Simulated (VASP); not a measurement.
# TbO (Pm-3m) in VASP: a series of runs, part 2 of 2

VASP 6.6.1.

## 4. Single point, PBEsol+U, collinear spin, random start

The input, INCAR:

```
SYSTEM = TbO
PREC = Accurate ; ENCUT = 520
EDIFF = 1E-7 ; ISMEAR = 0
SIGMA = 0.05 ; LREAL = .False.
LASPH = .True. ; NELM = 150
ALGO = Normal ; ISIF = 2
LWAVE = .False. ; LCHARG = .False.
ISPIN = 2 ; MAGMOM = 3.61 0
LORBIT = 11 ; LMAXMIX = 6
LDAU = .True. ; LDAUTYPE = 2
LDAUL = 3 -1 ; LDAUU = 3 0
LDAUJ = 0 0 ; LDAUPRINT = 1
GGA = PS
```

The input, KPOINTS:

```
Automatic mesh
0
Gamma
  7 7 7
  0 0 0
```

The input, POSCAR:

```
TbO
1.0
    2.7838380500      0.0000000000      0.0000000000
    0.0000000000      2.7838380500      0.0000000000
    0.0000000000      0.0000000000      2.7838380500
Tb O
1 1
Direct
    0.0000000000      0.0000000000      0.0000000000
    0.5000000000      0.5000000000      0.5000000000
```

Potentials or basis: VASP PAW PBE potentials, release 64 (Tb, O).

The run is started by

```bash
cat potpaw_PBE.64/Tb/POTCAR potpaw_PBE.64/O/POTCAR > POTCAR
mpirun -np 1 vasp_std > vasp.out
```

OUTCAR:

```text
SYSTEM = TbO
   PREC = Accurate
   ENCUT = 520
   EDIFF = 1E-7
   ISMEAR = 0
   LREAL = .False.
   LASPH = .True.
   NELM = 150
   ISIF = 2
   ISPIN = 2
   LORBIT = 11
   GGA = PS

 ion  position               nearest neighbor table
   1  0.000  0.000  0.000-   2 2.41   2 2.41   2 2.41   2 2.41   2 2.41   2 2.41   2 2.41   2 2.41

   2  0.500  0.500  0.500-   1 2.41   1 2.41   1 2.41   1 2.41   1 2.41   1 2.41   1 2.41   1 2.41

  LATTYP: Found a simple cubic cell.
 ALAT       =     2.7838380500

  Lattice vectors:

 A1 = (   2.7838380500,   0.0000000000,   0.0000000000)
 A2 = (   0.0000000000,   2.7838380500,   0.0000000000)
 A3 = (   0.0000000000,   0.0000000000,   2.7838380500)

Analysis of symmetry for initial positions (statically):
=====================================================================
 Subroutine PRICEL returns:
 Original cell was already a primitive cell.

[... 663 lines left out ...]
      5     -12.2068      1.00000
      6       3.7328      1.00000
[... 397 lines left out ...]
      5     -11.6156      1.00000
      6      -0.5982      1.00000
[... 10 lines left out ...]
     17      14.5853      0.00000
     18      14.5853      0.00000

------------------------ aborting loop because EDIFF is reached ----------------------------------------

  FORCE on cell =-STRESS in cart. coord.  units (eV):
  Direction    XX          YY          ZZ          XY          YZ          ZX
  --------------------------------------------------------------------------------------
  -------------------------------------------------------------------------------------
  Total        4.8824213      4.8824213      4.8824213      0.0000000     -0.0000000     -0.0000000
  in kB      362.5884267    362.5884267    362.5884267      0.0000000     -0.0000000     -0.0000000
  external PRESSURE =     362.5884267 kB  Pullay stress =       0.0000000 kB

 VOLUME and BASIS-vectors are now :
 -----------------------------------------------------------------------------
  energy-cutoff  :      520.00
  volume of cell :       21.57
      direct lattice vectors                 reciprocal lattice vectors
     2.783838050  0.000000000  0.000000000     0.359216299  0.000000000  0.000000000
     0.000000000  2.783838050  0.000000000     0.000000000  0.359216299  0.000000000
     0.000000000  0.000000000  2.783838050     0.000000000  0.000000000  0.359216299

 POSITION                                       TOTAL-FORCE (eV/Angst)
 -----------------------------------------------------------------------------------
      0.00000      0.00000      0.00000         0.000000      0.000000      0.000000
      1.39192      1.39192      1.39192         0.000000      0.000000      0.000000
 -----------------------------------------------------------------------------------
    total drift:                                0.000000      0.000000     -0.000000

  FREE ENERGIE OF THE ION-ELECTRON SYSTEM (eV)
  ---------------------------------------------------
  free  energy   TOTEN  =       -18.1367578359 eV

  energy  without entropy=      -18.1283219677  energy(sigma->0) =      -18.13253990

 total charge

# of ion       s       p       d       f       tot
--------------------------------------------------
    1        2.032   5.650   0.901   8.127  16.710
    2        1.551   3.496   0.000   0.000   5.047
--------------------------------------------------
tot          3.583   9.146   0.901   8.127  21.757

 magnetization (x)

# of ion       s       p       d       f       tot
--------------------------------------------------
    1        0.002  -0.051   0.100   5.746   5.798
    2       -0.002   0.012   0.000   0.000   0.009
--------------------------------------------------
tot          0.000  -0.039   0.100   5.746   5.807
```

OSZICAR:

```text
N       E                     dE             d eps       ncg     rms          rms(c)
DAV:   1     0.137633704380E+03    0.13763E+03   -0.10023E+04  1800   0.722E+03
DAV:   2     0.370110495017E+01   -0.13393E+03   -0.12340E+03  1818   0.431E+02
DAV:   3    -0.131443818439E+02   -0.16845E+02   -0.15954E+02  2086   0.155E+02
[... 20 lines left out ...]
DAV:  24    -0.181367561713E+02    0.15521E-04   -0.67833E-05  2594   0.162E-01    0.143E-01
DAV:  25    -0.181367596523E+02   -0.34810E-05   -0.20800E-05  2672   0.542E-02    0.200E-01
DAV:  26    -0.181367585165E+02    0.11357E-05   -0.13367E-06  2134   0.491E-02    0.132E-01
DAV:  27    -0.181367579943E+02    0.52227E-06   -0.21603E-06  2296   0.183E-02    0.755E-02
DAV:  28    -0.181367578175E+02    0.17673E-06   -0.20638E-06  2336   0.305E-02    0.248E-02
DAV:  29    -0.181367578359E+02   -0.18365E-07   -0.42848E-07  1462   0.880E-03
   1 F= -.18136758E+02 E0= -.18132540E+02  d E =-.843587E-02  mag=     5.9804
```

stdout:

```text
POSCAR found type information on POSCAR TbO
 POSCAR found :  2 types and       2 ions
 scaLAPACK will be used
 -----------------------------------------------------------------------------
|                                                                             |
|                                                                             |
|     You enforced a specific xc type in the INCAR file but a different       |
|     I HOPE YOU KNOW WHAT YOU ARE DOING!                                     |
|                                                                             |
 -----------------------------------------------------------------------------

 LDA part: xc-table for (Slater+PW92), standard interpolation
 POSCAR, INCAR and KPOINTS ok, starting setup
 FFT: planning ... GRIDC
 FFT: planning ... GRID_SOFT
 FFT: planning ... GRID
 WAVECAR not read
 entering main loop
```

It took 26 s on 1 thread of Intel Xeon 6975P-C (Granite Rapids), shared host; peak memory 0.17 GiB.

What came out:

```yaml
Free_energy: -18.1368 eV
Pressure: 36.3 GPa
Band_gap_on_the_k_mesh: none (metal or under the smearing width)
Net_moment: 5.98 μB per cell
Site_moments: Tb +5.80; O +0.01 μB
Valence_electrons_inside_the_program's_atomic_spheres: Tb 16.71; O 5.05
```

Eigenvalues of the final occupation matrices:
| site | spin | trace | eigenvalues |
| --- | --- | --- | --- |
| site 1 f | 1 | 6.94 | 0.99 0.99 0.99 0.99 0.99 0.99 1.00 |
| site 1 f | 2 | 1.19 | 0.01 0.01 0.01 0.03 0.38 0.38 0.38 |

Caveat: the magnetic or orbital state may not be the lowest; a pressure of tens of GPa on the cell as given is suspect, and the run, the potentials or the cell itself is likely at fault; the PAW data sets were made with another functional, which shifts forces and pressure a little; spin-orbit coupling is left out, which moves the levels of the heavy elements.

## 5. Single point, PBEsol+U, collinear spin, ferromagnetic start

The input, INCAR:

```
  PREC = Accurate
  ENCUT = 520
  EDIFF = 1E-7
  ISMEAR = 0
  SIGMA = 0.05
  LREAL = False
  LASPH = True
  NELM = 100
  ALGO = Normal
  ISIF = 2
  LWAVE = False
  LCHARG = False
  ISPIN = 2
  MAGMOM = 6 0
  LORBIT = 11
  NUPDOWN = 0
  LMAXMIX = 6
  LDAU = True
  LDAUTYPE = 2
  LDAUL = 3 -1
  LDAUU = 3 0
  LDAUJ = 0 0
  LDAUPRINT = 1
  GGA = PS
  NBANDS = 24
```

The input, KPOINTS:

```
Automatic mesh
0
Gamma
  7 7 7
```

POSCAR is that of step 4.

The run is started by

```bash
cat potpaw_PBE.64/Tb/POTCAR potpaw_PBE.64/O/POTCAR > POTCAR
mpirun -np 1 vasp_std > vasp.out
```

It took 32 s on 1 thread of Intel Xeon 6975P-C (Granite Rapids), shared host; peak memory 0.17 GiB.

Results (log left out):

```yaml
Free_energy: -13.9654 eV
Pressure: 37.8 GPa
Net_moment: 0.00 μB per cell
Site_moments: Tb -0.09; O +0.03 μB
Valence_electrons_inside_the_program's_atomic_spheres: Tb 16.75; O 5.05
```

Eigenvalues of the final occupation matrices:
```tsv
site	spin	trace	eigenvalues
site 1 f	1	4.06	0.04 0.04 0.04 0.98 0.98 0.98 1.00
site 1 f	2	4.28	0.03 0.43 0.43 0.43 0.99 0.99 0.99
```

Caveat: the magnetic or orbital state may not be the lowest; the moment is held away from its start; a pressure of tens of GPa on the cell as given is suspect, and the run, the potentials or the cell itself is likely at fault; the PAW data sets were made with another functional, which shifts forces and pressure a little; spin-orbit coupling is left out, which moves the levels of the heavy elements; the total moment is fixed, so each spin has its own Fermi level.

## 6. Single point, PBEsol+U, non-collinear spin, random start, spin-orbit coupling

The input, INCAR:

```
PREC     = Accurate       # precision mode
ENCUT    = 520            # plane-wave cutoff, eV
EDIFF    = 1E-6           # SCF threshold, eV
ISMEAR   = 0              # smearing method
SIGMA    = 0.05           # smearing width, eV
LREAL    = False          # projectors in reciprocal space
LASPH    = True           # aspherical terms in the spheres
NELM     = 150            # most SCF steps
ALGO     = Normal         # electronic algorithm
ISIF     = 2              # what is computed and relaxed
LWAVE    = False          # write WAVECAR
LCHARG   = False          # write CHGCAR
LNONCOLLINEAR= True           # non-collinear magnetism
MAGMOM   = 1.882 2.441 0.697 0 0 0 # initial moments
LORBIT   = 11             # projections on sites
LSORBIT  = True           # spin-orbit coupling
GGA_COMPAT= False        
LORBMOM  = True         
LMAXMIX  = 6              # l up to which the mixer works
LDAU     = True           # DFT+U
LDAUTYPE = 2            
LDAUL    = 3 -1           # shell
LDAUU    = 3 0            # U, eV
LDAUJ    = 0 0          
LDAUPRINT= 1            
GGA      = PS             # functional
```

The input, KPOINTS:

```
regular mesh
0
Gamma
  7 7 7
```

POSCAR is that of step 5.

Potentials or basis: VASP PAW PBE potentials, release 64 (Tb, O).

The run is started by

```bash
cat potpaw_PBE.64/Tb/POTCAR potpaw_PBE.64/O/POTCAR > POTCAR
mpirun -np 1 vasp_ncl > vasp.out
```

OUTCAR:

```text
PREC = Accurate
   ENCUT = 520
   EDIFF = 1E-6
   ISMEAR = 0
   LREAL = False
   LASPH = True
   NELM = 150
   ISIF = 2
   LNONCOLLINEAR = True
   LORBIT = 11
   LSORBIT = True
   GGA = PS

 ion  position               nearest neighbor table
   1  0.000  0.000  0.000-   2 2.41   2 2.41   2 2.41   2 2.41   2 2.41   2 2.41   2 2.41   2 2.41

   2  0.500  0.500  0.500-   1 2.41   1 2.41   1 2.41   1 2.41   1 2.41   1 2.41   1 2.41   1 2.41

  LATTYP: Found a simple cubic cell.
 ALAT       =     2.7838380500

  Lattice vectors:

 A1 = (   2.7838380500,   0.0000000000,   0.0000000000)
 A2 = (   0.0000000000,   2.7838380500,   0.0000000000)
 A3 = (   0.0000000000,   0.0000000000,   2.7838380500)

Analysis of symmetry for initial positions (statically):
=====================================================================
 Subroutine PRICEL returns:
 Original cell was already a primitive cell.

 Routine SETGRP: Setting up the symmetry group for a
[... 1220 lines left out ...]
     0.0000000    -0.0049869     0.0000000    -0.0473126    -0.0050757    -0.0129016     0.0000000
     0.0000000     0.0000000    -0.0473126     0.0000000    -0.0487074     0.0000000     0.0000000
     0.0000000    -0.0091994    -0.0050757    -0.0487074     0.0000000    -0.0079417     0.0000000
    -0.0072772    -0.0241978    -0.0129016     0.0000000    -0.0079417     0.0000000    -0.0141962
    -0.0460297    -0.0058158     0.0000000     0.0000000     0.0000000    -0.0141962     0.0000000

 Ion:    2  E_soc:     -0.0003583
 l=   1
     0.0000000    -0.0000609    -0.0000558
    -0.0000609     0.0000000    -0.0000625
    -0.0000558    -0.0000625     0.0000000
 l=   2
     0.0000000     0.0000000     0.0000000     0.0000000     0.0000000
     0.0000000     0.0000000     0.0000000     0.0000000     0.0000000
     0.0000000     0.0000000     0.0000000     0.0000000     0.0000000
     0.0000000     0.0000000     0.0000000     0.0000000     0.0000000
     0.0000000     0.0000000     0.0000000     0.0000000     0.0000000
 l=   3
     0.0000000     0.0000000     0.0000000     0.0000000     0.0000000     0.0000000     0.0000000
     0.0000000     0.0000000     0.0000000     0.0000000     0.0000000     0.0000000     0.0000000
     0.0000000     0.0000000     0.0000000     0.0000000     0.0000000     0.0000000     0.0000000
     0.0000000     0.0000000     0.0000000     0.0000000     0.0000000     0.0000000     0.0000000
     0.0000000     0.0000000     0.0000000     0.0000000     0.0000000     0.0000000     0.0000000
     0.0000000     0.0000000     0.0000000     0.0000000     0.0000000     0.0000000     0.0000000
     0.0000000     0.0000000     0.0000000     0.0000000     0.0000000     0.0000000     0.0000000

 total charge

# of ion       s       p       d       f       tot
--------------------------------------------------
    1        2.034   5.677   0.957   8.050  16.718
    2        1.550   3.497   0.000   0.000   5.047
--------------------------------------------------
tot          3.584   9.175   0.957   8.050  21.765

 magnetization (x)

# of ion       s       p       d       f       tot
--------------------------------------------------
    1        0.003  -0.025   0.122   3.553   3.653
    2       -0.001  -0.001   0.000   0.000  -0.002
--------------------------------------------------
tot          0.002  -0.026   0.122   3.553   3.650

 magnetization (y)

# of ion       s       p       d       f       tot
--------------------------------------------------
    1        0.004  -0.031   0.151   4.445   4.569
    2       -0.001  -0.002   0.000   0.000  -0.003
--------------------------------------------------
tot          0.003  -0.033   0.151   4.445   4.566

 magnetization (z)

# of ion       s       p       d       f       tot
--------------------------------------------------
    1        0.001  -0.007   0.033   0.949   0.977
    2       -0.000  -0.000   0.000   0.000  -0.001
--------------------------------------------------
tot          0.001  -0.007   0.033   0.949   0.976
```

stdout:

```text
POSCAR found type information on POSCAR TbO
 POSCAR found :  2 types and       2 ions
 scaLAPACK will be used
 -----------------------------------------------------------------------------
|                                                                             |
|                                                                             |
|     You enforced a specific xc type in the INCAR file but a different       |
|     I HOPE YOU KNOW WHAT YOU ARE DOING!                                     |
|                                                                             |
 -----------------------------------------------------------------------------

 LDA part: xc-table for (Slater+PW92), standard interpolation
 POSCAR, INCAR and KPOINTS ok, starting setup
 FFT: planning ... GRIDC
 FFT: planning ... GRID_SOFT
 FFT: planning ... GRID
 WAVECAR not read
 entering main loop
```

Wall time 8.6 min (1 thread of Intel Xeon 6975P-C (Granite Rapids), shared host); peak memory 0.37 GiB.

What came out:

```
Free energy                                           : -19.6173 eV
Pressure                                              : 39.9 GPa
Net moment                                            : 6.16 μB per cell
Valence electrons inside the program's atomic spheres : Tb 16.72; O 5.05
```

Moments on the atoms (μB; x, y, z):
```
Tb  3.65 4.57 0.98
O   0.00 0.00 0.00
```

Caveat: the magnetic or orbital state may not be the lowest; a pressure of tens of GPa on the cell as given is suspect, and the run, the potentials or the cell itself is likely at fault; the PAW data sets were made with another functional, which shifts forces and pressure a little. The state reached can hang on the start; a lower one may exist.

## 7. Summary

```tsv
spin	fixed moment (μB)	k mesh	supercell matrix	gap on the mesh (eV)	pressure (GPa)	moment (μB)
collinear, ferromagnetic start	-	7 × 7 × 7	-	none	36.2	5.98
collinear, antiferromagnetic start	-	7 × 7 × 4	[1, 0, 0, 0, 1, 0, 0, 0, 2]	none	39.1	0.00
collinear, random start	-	7 × 7 × 7	-	none	36.3	5.98
collinear, ferromagnetic start	0	7 × 7 × 7	-	-	37.8	0.00
non-collinear, random start, SOC	-	7 × 7 × 7	-	-	39.9	6.16
```

Alike in all rows: task single point; level PBEsol+U; potentials or basis VASP PAW PBE potentials, release 64 (Tb, O); Tb f U = 3 eV; cell as given; cutoff (eV) 520; smearing gaussian 0.05 eV.

Every run on the cell as given and a fine mesh finds a metal.

Caveats: the magnetic or orbital state may not be the lowest; a pressure of tens of GPa on the cell as given is suspect, and the run, the potentials or the cell itself is likely at fault; the PAW data sets were made with another functional, which shifts forces and pressure a little; spin-orbit coupling is left out, which moves the levels of the heavy elements (some runs); the moment is held away from its start (some runs); the total moment is fixed, so each spin has its own Fermi level (some runs).

Absolute energies hang on the potentials; compare differences alone.
